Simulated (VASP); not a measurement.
Here is the system:

```
CELL_PARAMETERS angstrom
      5.42855     0.00000     0.00000
     -2.71428     4.70126     0.00000
      0.00000     0.00000     4.39333
ATOMIC_POSITIONS crystal
  La 0.00000 0.00000 0.00000
  Pt 0.33333 0.66667 0.00000
  Pt 0.66667 0.33333 0.00000
  Pt 0.50000 0.00000 0.50000
  Pt 0.50000 0.50000 0.50000
  Pt 0.00000 0.50000 0.50000
```

Computed with LDA (Ceperley-Alder, Perdew-Zunger), VASP's LDA PAW potentials (set 64) (plane waves; VASP). Numerical set-up: 300 eV cut-off, 6×6×7 Γ-centred mesh, Gaussian smearing of 0.10 eV, potentials La Pt.

Task: Give the energies of bands 22 to 35 at the high-symmetry points, in eV from the Fermi level.

Result: 
```tsv
band	Γ	M	K	A	L	H
22	-2.39	-2.01	-2.21	-2.54	-2.52	-2.30
23	-1.67	-1.99	-2.09	-1.75	-2.48	-2.29
24	-1.67	-1.93	-2.09	-1.53	-1.70	-2.29
25	-1.63	-1.88	-1.88	-1.53	-1.63	-1.90
26	-1.26	-1.77	-1.66	-0.90	-1.57	-1.55
27	-1.26	-1.58	-1.66	-0.78	-1.53	-1.31
28	0.05	-1.52	-1.47	-0.78	-0.92	-1.31
29	0.49	-1.40	-1.12	-0.03	-0.89	-1.07
30	0.49	-1.20	-1.12	-0.03	-0.67	-0.44
31	0.59	0.15	-0.52	0.49	-0.29	-0.44
32	1.00	0.48	0.48	0.49	0.47	0.70
33	1.77	2.25	1.79	0.59	0.73	0.70
34	1.77	2.31	2.32	0.62	2.01	1.00
35	2.04	2.37	2.33	0.96	2.16	2.12
```

It has no gap at this level: it comes out as a metal or semimetal.

The structure comes from a computed database's LaPt5 entry (P6/mmm); how it stands against other phases isn't given here. The cell was not relaxed at this level. The electron count is odd and the run is not spin-polarised, which forces a metal.
